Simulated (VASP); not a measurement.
Tl:

```
CELL_PARAMETERS angstrom
3.43800 0.00000 0.00000
-1.71900 2.97740 0.00000
0.00000 0.00000 5.47800
ATOMIC_POSITIONS crystal
Tl 0.33333 0.66667 0.25000
Tl 0.66667 0.33333 0.75000
```

```yaml
Program: VASP 6.6.1
Task: relaxation of cell and atoms
Functional: BLYP
Potentials_or_basis: VASP PAW PBE potentials, release 64 (Tl_d)
Cutoff: 600 eV
k_mesh: 11 × 11 × 6
Occupations: fermi-dirac, width 0.1 eV
Spin: no spin polarisation
```

At the start: pressure 8.2 GPa; volume 28.04 Å³/atom.

Q: Where does the relaxation end?

A: Over 13 steps the energy falls by 151.0 meV/atom and the volume is 35.61 Å³/atom (+27.0 %); space group P6_3/mmc (No. 194, to 0.05 Å).

Step by step:
```csv
step,energy change (eV),largest force (eV/Å),pressure (GPa),volume (Å³)
1,0.0000,0.0000,8.19,56.07
2,-0.2917,0.0000,0.69,68.53
3,-0.2964,0.0000,-0.18,71.59
4,-0.2967,0.0000,-0.03,70.91
5,-0.2966,0.0000,0.15,70.59
6,-0.2985,0.0000,0.08,70.66
7,-0.3017,0.0000,0.11,70.82
8,-0.3019,0.0000,0.10,70.88
9,-0.3019,0.0000,0.11,70.87
10,-0.3019,0.0000,0.10,70.85
11,-0.3019,0.0000,0.12,70.87
12,-0.3021,0.0000,-0.11,71.35
13,-0.3021,0.0000,0.03,71.23
```

Final structure:
```
CELL_PARAMETERS angstrom
3.77504 0.00000 0.00000
-1.88752 3.26928 0.00000
0.00000 0.00000 5.77116
ATOMIC_POSITIONS crystal
Tl 0.33333 0.66667 0.25000
Tl 0.66667 0.33333 0.75000
```

Caveat: the volume moved by over 15 % at a fixed basis, so the end points are rough; the PAW data sets were made with another functional, which shifts forces and pressure a little; the volume moved by +27 % from the deposited cell, more than functionals usually miss.
